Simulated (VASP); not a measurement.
Input:

```
PbSe
1.0
    0.00000     3.44868     3.44868
    3.44868     0.00000     3.44868
    3.44868     3.44868     0.00000
Pb Se
1 1
Cartesian
  0.00000   0.00000   0.00000
  1.72434   1.72434   1.72434
```

These are PBE GGA, VASP's PBE PAW potentials (set 64) (plane waves; VASP) values and carry that method's errors. Numerical set-up: 400 eV cut-off, Gaussian smearing of 0.050 eV, potentials Pb_d Se.

Unless said otherwise, spin-orbit coupling is left out, though it shifts the bands of the heavy elements here.

Q: Give the energies of bands 7 to 13 at the high-symmetry points, in eV from the valence-band maximum.

A: 
```tsv
band	Γ	X	U	L	W
7	-6.44	-8.18	-8.14	-7.84	-8.17
8	-1.57	-2.76	-3.16	-2.08	-3.00
9	-1.57	-2.76	-2.56	-2.08	-2.95
10	-1.57	-0.50	-0.37	-1.96	0.00
11	2.12	0.67	1.68	2.86	2.13
12	2.12	4.77	3.89	2.86	2.77
13	2.12	4.77	4.13	3.58	4.48
```

The gap is indirect, 0.67 eV, from the valence maximum at W to the conduction minimum at X.

The structure was generated: PbSe was put into the zinc blende type (F-43m), which need not be its known phase. It was relaxed first, which changed the volume by +42 %.
